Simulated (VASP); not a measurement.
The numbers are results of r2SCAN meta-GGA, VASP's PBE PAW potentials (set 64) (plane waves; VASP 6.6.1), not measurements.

Input for VASP

KPOINTS:
```
Regular mesh
0
G
4 4 1
```

### INCAR
```
ALGO=Normal
DIPOL=0.5 0.5 0.5
EDIFF=1E-5
EDIFFG=-0.03
ENCUT=400
IBRION=2
IDIPOL=3
ISIF=2
ISMEAR=0
LASPH=.TRUE.
LCHARG=.FALSE.
LDIPOL=.TRUE.
LMAXMIX=4
LMIXTAU=.TRUE.
LREAL=.FALSE.
LWAVE=.TRUE.
METAGGA=R2SCAN
NELM=100
NELMIN=4
NSW=50
PREC=Normal
SIGMA=0.05
SYSTEM=KI(100) slab
```

File POSCAR:
```
KI(100) slab
1
    5.0160157834    -0.0000000000    -0.0000000000
   -0.0000000000     5.0160157834     0.0000000000
    0.0000000000     0.0000000000    29.2377548867
K I
4 4
Direct
  0.0000000000   0.5000000000   0.3180340000
  0.5000000000   0.0000000000   0.4393450000
  0.0000000000   0.5000000000   0.5606550000
  0.5000000000   0.0000000000   0.6819660000
  0.0000000000   0.5000000000   0.4393450000
  0.5000000000   0.0000000000   0.3180340000
  0.0000000000   0.5000000000   0.6819660000
  0.5000000000   0.0000000000   0.5606550000
```

POTCAR, in this order: K_sv I (PBE.64 set). Program: vasp_std.

The resulting files:

OSZICAR:
```
...
DAV:  51    -0.135466430252E+03   -0.17864E-01   -0.12907E-03   468   0.259E-01    0.599E-01
DAV:  52    -0.135468313663E+03   -0.18834E-02   -0.94186E-05   528   0.731E-02    0.580E-01
DAV:  53    -0.135480426848E+03   -0.12113E-01   -0.54310E-04   468   0.175E-01    0.534E-01
DAV:  54    -0.135487636444E+03   -0.72096E-02   -0.33787E-03   468   0.473E-01    0.495E-01
DAV:  55    -0.135476661149E+03    0.10975E-01   -0.53224E-04   522   0.175E-01    0.470E-01
DAV:  56    -0.135956717194E+03   -0.48006E+00   -0.13445E-01   468   0.298E+00    0.288E-01
DAV:  57    -0.135755970842E+03    0.20075E+00   -0.16940E-02   468   0.989E-01    0.256E-01
DAV:  58    -0.135484931360E+03    0.27104E+00   -0.48296E-02   468   0.178E+00    0.278E-01
DAV:  59    -0.135432135612E+03    0.52796E-01   -0.38997E-03   492   0.504E-01    0.284E-01
DAV:  60    -0.135422556628E+03    0.95790E-02   -0.18145E-03   486   0.352E-01    0.288E-01
DAV:  61    -0.135954247554E+03   -0.53169E+00   -0.11522E-01   468   0.259E+00    0.456E-01
DAV:  62    -0.135369849026E+03    0.58440E+00   -0.19277E-01   456   0.339E+00    0.324E-01
DAV:  63    -0.135406990821E+03   -0.37142E-01   -0.33959E-02   480   0.143E+00    0.384E-01
DAV:  64    -0.135407023308E+03   -0.32487E-04   -0.42706E-04   736   0.849E-02    0.406E-01
DAV:  65    -0.135409673928E+03   -0.26506E-02   -0.15687E-04   468   0.899E-02    0.405E-01
DAV:  66    -0.135414528622E+03   -0.48547E-02   -0.56638E-02   462   0.191E+00    0.414E-01
DAV:  67    -0.135455472997E+03   -0.40944E-01   -0.62492E-03   498   0.652E-01    0.426E-01
DAV:  68    -0.135408305755E+03    0.47167E-01   -0.87254E-03   456   0.782E-01    0.376E-01
DAV:  69    -0.135408472685E+03   -0.16693E-03   -0.90778E-03   498   0.790E-01    0.347E-01
DAV:  70    -0.135411981331E+03   -0.35086E-02   -0.16525E-03   486   0.309E-01    0.343E-01
DAV:  71    -0.135431424923E+03   -0.19444E-01   -0.59498E-02   456   0.179E+00    0.265E-01
DAV:  72    -0.135429900693E+03    0.15242E-02   -0.58501E-03   480   0.620E-01    0.259E-01
DAV:  73    -0.135432185704E+03   -0.22850E-02   -0.48395E-05   442   0.441E-02    0.262E-01
DAV:  74    -0.135439207876E+03   -0.70222E-02   -0.73001E-04   468   0.218E-01    0.255E-01
DAV:  75    -0.135463194624E+03   -0.23987E-01   -0.34803E-03   456   0.409E-01    0.263E-01
DAV:  76    -0.135572383127E+03   -0.10919E+00   -0.43815E-02   468   0.157E+00    0.362E-01
DAV:  77    -0.135575890881E+03   -0.35078E-02   -0.23520E-04   576   0.109E-01    0.356E-01
DAV:  78    -0.135577268639E+03   -0.13778E-02   -0.13556E-04   510   0.918E-02    0.368E-01
DAV:  79    -0.135579635565E+03   -0.23669E-02   -0.60028E-05   414   0.592E-02    0.372E-01
DAV:  80    -0.135584339331E+03   -0.47038E-02   -0.36134E-04   480   0.148E-01    0.384E-01
DAV:  81    -0.135578574150E+03    0.57652E-02   -0.57332E-03   456   0.592E-01    0.289E-01
DAV:  82    -0.135573572175E+03    0.50020E-02   -0.17757E-03   498   0.323E-01    0.269E-01
DAV:  83    -0.135559721617E+03    0.13851E-01   -0.12895E-03   480   0.293E-01    0.252E-01
DAV:  84    -0.135560453039E+03   -0.73142E-03   -0.10661E-03   456   0.265E-01    0.249E-01
DAV:  85    -0.135562880523E+03   -0.24275E-02   -0.18367E-04   480   0.113E-01    0.257E-01
DAV:  86    -0.135582302372E+03   -0.19422E-01   -0.58192E-02   456   0.176E+00    0.422E-01
DAV:  87    -0.135584303239E+03   -0.20009E-02   -0.66005E-04   528   0.173E-01    0.390E-01
DAV:  88    -0.135583642607E+03    0.66063E-03   -0.18247E-04   480   0.101E-01    0.395E-01
DAV:  89    -0.135578514297E+03    0.51283E-02   -0.23825E-03   456   0.344E-01    0.366E-01
DAV:  90    -0.135576491133E+03    0.20232E-02   -0.41022E-04   504   0.135E-01    0.328E-01
DAV:  91    -0.135565985763E+03    0.10505E-01   -0.29247E-03   456   0.326E-01    0.282E-01
DAV:  92    -0.135573702993E+03   -0.77172E-02   -0.89650E-04   456   0.190E-01    0.275E-01
DAV:  93    -0.135564734015E+03    0.89690E-02   -0.17775E-03   456   0.291E-01    0.226E-01
DAV:  94    -0.135565420339E+03   -0.68632E-03   -0.54513E-05   408   0.489E-02    0.208E-01
DAV:  95    -0.135576909928E+03   -0.11490E-01   -0.31963E-03   456   0.322E-01    0.216E-01
DAV:  96    -0.135568820695E+03    0.80892E-02   -0.29266E-03   456   0.341E-01    0.884E-02
DAV:  97    -0.135569909552E+03   -0.10889E-02   -0.24035E-04   468   0.104E-01    0.811E-02
DAV:  98    -0.135570983022E+03   -0.10735E-02   -0.11586E-03   456   0.242E-01    0.152E-01
DAV:  99    -0.135583784416E+03   -0.12801E-01   -0.84919E-03   456   0.610E-01    0.183E-01
DAV: 100    -0.135584680855E+03   -0.89644E-03   -0.44086E-04   456   0.152E-01
   1 F= -.13558468E+03 E0= -.13558468E+03  d E =-.135585E+03
       N       E                     dE             d eps       ncg     rms          rms(c)
DAV:   1    -0.135595035439E+03   -0.11251E-01   -0.78351E-02   456   0.119E+00    0.171E-01
DAV:   2    -0.135596072050E+03   -0.10366E-02   -0.42040E-03   456   0.463E-01    0.880E-02
DAV:   3    -0.135590812686E+03    0.52594E-02   -0.18335E-03   456   0.357E-01    0.420E-02
DAV:   4    -0.135593227969E+03   -0.24153E-02   -0.18142E-03   456   0.354E-01    0.120E-02
DAV:   5    -0.135589556004E+03    0.36720E-02   -0.15155E-03   456   0.313E-01    0.791E-03
DAV:   6    -0.135589743967E+03   -0.18796E-03   -0.19144E-04   456   0.115E-01    0.737E-03
DAV:   7    -0.135590102565E+03   -0.35860E-03   -0.11966E-04   456   0.865E-02    0.116E-02
DAV:   8    -0.135588141884E+03    0.19607E-02   -0.45223E-04   456   0.156E-01    0.320E-03
DAV:   9    -0.135587413075E+03    0.72881E-03   -0.66014E-05   522   0.687E-02    0.276E-03
DAV:  10    -0.135587219485E+03    0.19359E-03   -0.23868E-05   416   0.367E-02    0.274E-03
DAV:  11    -0.135586341563E+03    0.87792E-03   -0.12809E-04   462   0.861E-02    0.201E-03
DAV:  12    -0.135585605790E+03    0.73577E-03   -0.17816E-04   492   0.101E-01    0.252E-03
DAV:  13    -0.135585518139E+03    0.87651E-04   -0.20246E-05   430   0.348E-02    0.289E-03
DAV:  14    -0.135585521994E+03   -0.38552E-05   -0.33029E-05   420   0.431E-02
   2 F= -.13558552E+03 E0= -.13558552E+03  d E =-.841139E-03
       N       E                     dE             d eps       ncg     rms          rms(c)
DAV:   1    -0.135581756953E+03    0.37612E-02   -0.65625E-01   456   0.302E+00    0.219E-01
DAV:   2    -0.135586779387E+03   -0.50224E-02   -0.23283E-02   456   0.827E-01    0.787E-02
DAV:   3    -0.135585845012E+03    0.93438E-03   -0.21033E-03   504   0.265E-01    0.699E-02
DAV:   4    -0.135586036577E+03   -0.19156E-03   -0.95520E-04   456   0.220E-01    0.390E-02
DAV:   5    -0.135585398991E+03    0.63759E-03   -0.96144E-04   456   0.214E-01    0.149E-02
DAV:   6    -0.135585589322E+03   -0.19033E-03   -0.27369E-04   468   0.107E-01    0.125E-02
DAV:   7    -0.135585598093E+03   -0.87712E-05   -0.45796E-05   480   0.474E-02
   3 F= -.13558560E+03 E0= -.13558560E+03  d E =-.917238E-03
       N       E                     dE             d eps       ncg     rms          rms(c)
DAV:   1    -0.135569072211E+03    0.16517E-01   -0.26302E+00   456   0.605E+00    0.452E-01
DAV:   2    -0.135586823197E+03   -0.17751E-01   -0.89587E-02   456   0.158E+00    0.153E-01
DAV:   3    -0.135586857130E+03   -0.33934E-04   -0.74116E-03   512   0.445E-01    0.135E-01
DAV:   4    -0.135585591633E+03    0.12655E-02   -0.31481E-03   456   0.323E-01    0.741E-02
DAV:   5    -0.135586025829E+03   -0.43420E-03   -0.30582E-03   456   0.338E-01    0.282E-02
DAV:   6    -0.135587118021E+03   -0.10922E-02   -0.11077E-03   456   0.192E-01    0.228E-02
DAV:   7    -0.135586904743E+03    0.21328E-03   -0.17399E-04   504   0.866E-02    0.288E-02
DAV:   8    -0.135586873410E+03    0.31333E-04   -0.25473E-05   370   0.374E-02    0.267E-02
DAV:   9    -0.135586701773E+03    0.17164E-03   -0.23068E-05   404   0.358E-02    0.330E-02
DAV:  10    -0.135587400785E+03   -0.69901E-03   -0.64887E-04   456   0.152E-01    0.496E-02
DAV:  11    -0.135587293875E+03    0.10691E-03   -0.40481E-05   412   0.452E-02    0.398E-02
DAV:  12    -0.135587287549E+03    0.63266E-05   -0.77897E-07   330   0.604E-03
   4 F= -.13558729E+03 E0= -.13558729E+03  d E =-.260669E-02
```

### OUTCAR
```
------------------------ aborting loop because EDIFF is reached ----------------------------------------
  FORCE on cell =-STRESS in cart. coord.  units (eV):
  Direction    XX          YY          ZZ          XY          YZ          ZX
  --------------------------------------------------------------------------------------
  Total       -0.5458852     -0.5458852     -0.1213274      0.0000000      0.0000000      0.0000000
  in kB       -1.1889130     -1.1889130     -0.2642455      0.0000000      0.0000000      0.0000000
  external PRESSURE =      -0.8806905 kB  Pullay stress =       0.0000000 kB
  volume of cell :      735.63
      direct lattice vectors                 reciprocal lattice vectors
     5.016015783  0.000000000  0.000000000     0.199361414  0.000000000  0.000000000
     0.000000000  5.016015783  0.000000000     0.000000000  0.199361414  0.000000000
     0.000000000  0.000000000 29.237754887     0.000000000  0.000000000  0.034202353
 POSITION                                       TOTAL-FORCE (eV/Angst)
 -----------------------------------------------------------------------------------
      5.01602      2.50801      9.33031         0.000000     -0.000000      0.011878
      2.50801      0.00000     12.84059         0.000000     -0.000000     -0.026214
      0.00000      2.50801     16.39717         0.000000      0.000000      0.026214
      2.50801      0.00000     19.90745         0.000000      0.000000     -0.011878
      5.01602      2.50801     12.83814         0.000000      0.000000      0.023842
      2.50801      0.00000      9.26836         0.000000      0.000000     -0.008097
      5.01602      2.50801     19.96939         0.000000     -0.000000      0.008097
      2.50801      0.00000     16.39961         0.000000      0.000000     -0.023842
 -----------------------------------------------------------------------------------
    total drift:                                0.000000      0.000000      0.000000
  FREE ENERGIE OF THE ION-ELECTRON SYSTEM (eV)
  ---------------------------------------------------
  free  energy   TOTEN  =      -135.5872875489 eV

  energy  without entropy=     -135.5872875489  energy(sigma->0) =     -135.58728755

 reached required accuracy - stopping structural energy minimisation
```
(Selected blocks of OUTCAR.)

File CONTCAR:
```
KI(100) slab
   1.00000000000000
     5.0160157834000003    0.0000000000000000    0.0000000000000000
     0.0000000000000000    5.0160157834000003    0.0000000000000000
     0.0000000000000000    0.0000000000000000   29.2377548866999994
  K               I
     4     4
Direct
     1.0000000000000000    0.5000000000000000    0.3191184918368240
     0.5000000000000000    0.0000000000000000    0.4391782686812460
     0.0000000000000000    0.5000000000000000    0.5608217313187540
     0.5000000000000000    0.0000000000000000    0.6808815081631761
     1.0000000000000000    0.5000000000000000    0.4390946110450810
     0.5000000000000000    0.0000000000000000    0.3169997802325564
     1.0000000000000000    0.5000000000000000    0.6830002197674435
     0.5000000000000000    0.0000000000000000    0.5609053889549190
```

The cell is a thin slab with vacuum, built from KI (rock salt): (100) face.
